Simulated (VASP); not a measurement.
Method: PBE GGA, VASP's PBE PAW potentials (set 64) (plane waves; VASP).

A VASP calculation is set up with these files.

**INCAR**
```
SYSTEM = CsBr
PREC = Accurate; ENCUT = 480; LREAL = .FALSE.
LASPH = .TRUE.
EDIFF = 1E-7; NELM = 100; ALGO = Normal
LMAXMIX = 4
ISMEAR = 0; SIGMA = 0.05
GGA = PE
IBRION = 2; NSW = 40; ISIF = 3
EDIFFG = -0.01; PSTRESS = 100
LWAVE = .FALSE.; LCHARG = .FALSE.
```

File KPOINTS:
```
K-points
0
Gamma
  6 6 6
```

File POSCAR:
```
CsBr
1.0
  4.3864558961   0.0000000000   0.0000000000
  0.0000000000   4.3864558961   0.0000000000
  0.0000000000   0.0000000000   4.3864558961
Cs Br
1 1
direct
  0.0000000000   0.0000000000   0.0000000000
  0.5000000000   0.5000000000   0.5000000000
```

POTCAR, in this order: Cs_sv Br (PBE.64 set). Program: vasp_std.

Energy and stress use the plane-wave basis of the starting cell. Unless said otherwise, spin-orbit coupling is left out, though it shifts the bands of the heavy elements here.

Estimate the energy per atom (σ→0), volume per atom, band gap (on the k-mesh).

```
Item                              Result
------------------------  --------------
energy per atom (σ→0)     -2.740 eV/atom
band gap (on the k-mesh)         4.31 eV
volume per atom            30.13 Å³/atom
```

File OSZICAR:
```
...
DAV:   5    -0.548037533836E+01    0.41398E-04   -0.72506E-04   528   0.191E-01    0.631E-02
DAV:   6    -0.548037756607E+01   -0.22277E-05   -0.64384E-05   512   0.599E-02    0.237E-02
DAV:   7    -0.548037710985E+01    0.45622E-06   -0.60338E-06   516   0.195E-02    0.980E-03
DAV:   8    -0.548037814533E+01   -0.10355E-05   -0.23299E-06   516   0.113E-02    0.212E-03
DAV:   9    -0.548037863310E+01   -0.48777E-06   -0.12649E-07   308   0.356E-03    0.862E-04
DAV:  10    -0.548037848558E+01    0.14752E-06   -0.13364E-08   240   0.105E-03    0.374E-04
DAV:  11    -0.548037844175E+01    0.43825E-07   -0.52751E-09   240   0.656E-04
   3 F= -.17193319E+01 E0= -.17193319E+01  d E =-.962926E+00
```

The compound is CsBr in the CsCl type structure. This run relaxes it under an external pressure of 10 GPa. Symmetry was kept, so distortions that lower it aren't found.
